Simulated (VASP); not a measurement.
A convergence study with VASP on Ca (fcc): one setting is varied, all else stays as given below, so the limit is that of these other settings.

```
CELL_PARAMETERS angstrom
      0.00000     2.79000     2.79000
      2.79000     0.00000     2.79000
      2.79000     2.79000     0.00000
ATOMIC_POSITIONS crystal
  Ca 0.00000 0.00000 0.00000
```

Computed with PBE GGA, VASP's PBE PAW potentials (set 64) (plane waves; VASP 6.6.1). The tightest run used: 550 eV cut-off, 21×21×21 Γ-centred mesh, first-order Methfessel-Paxton smearing of 0.10 eV, potentials Ca_sv.

Task: The settings run are 1×1×1 mesh; 2×2×2 mesh; 3×3×3 mesh; 4×4×4 mesh; 5×5×5 mesh; 6×6×6 mesh; 7×7×7 mesh; 8×8×8 mesh; 9×9×9 mesh; 10×10×10 mesh; 11×11×11 mesh; 12×12×12 mesh; 13×13×13 mesh; 14×14×14 mesh; 15×15×15 mesh; 16×16×16 mesh; 17×17×17 mesh; 18×18×18 mesh; 19×19×19 mesh; 20×20×20 mesh; 21×21×21 mesh. From which on does the energy per atom stay within 0.01 eV/atom of the tightest run?

Result: From 7×7×7 mesh on: it is off by 0.0074 there and by no more than 0.01 in any finer run, while 6×6×6 mesh is off by 0.0284.
```tsv
setting	E (eV/atom)	pressure (GPa)	irreducible k-points	difference judged (eV/atom)
1×1×1 mesh	-6.9252	-7.51	1	4.9976
2×2×2 mesh	-1.5433	-3.89	3	0.3843
3×3×3 mesh	-1.8886	-0.33	4	0.0390
4×4×4 mesh	-1.9927	-0.36	8	0.0651
5×5×5 mesh	-1.9225	-0.73	10	0.0051
6×6×6 mesh	-1.8992	-0.63	16	0.0284
7×7×7 mesh	-1.9350	-0.39	20	0.0074
8×8×8 mesh	-1.9265	-0.50	29	0.0011
9×9×9 mesh	-1.9247	-0.41	35	0.0029
10×10×10 mesh	-1.9297	-0.47	47	0.0021
11×11×11 mesh	-1.9278	-0.48	56	0.0002
12×12×12 mesh	-1.9257	-0.45	72	0.0019
13×13×13 mesh	-1.9270	-0.47	84	0.0006
14×14×14 mesh	-1.9279	-0.46	104	0.0003
15×15×15 mesh	-1.9276	-0.45	120	0.0001
16×16×16 mesh	-1.9272	-0.47	145	0.0003
17×17×17 mesh	-1.9272	-0.46	165	0.0004
18×18×18 mesh	-1.9273	-0.45	195	0.0003
19×19×19 mesh	-1.9272	-0.46	220	0.0004
20×20×20 mesh	-1.9275	-0.46	256	0.0001
21×21×21 mesh	-1.9276	-0.46	286	0.0000
```

Left out are rungs that failed or repeat a setting and relaxations that didn't move; long series are thinned to 24 rows.

The compound is Ca in the fcc structure. The cell was not relaxed at this level.
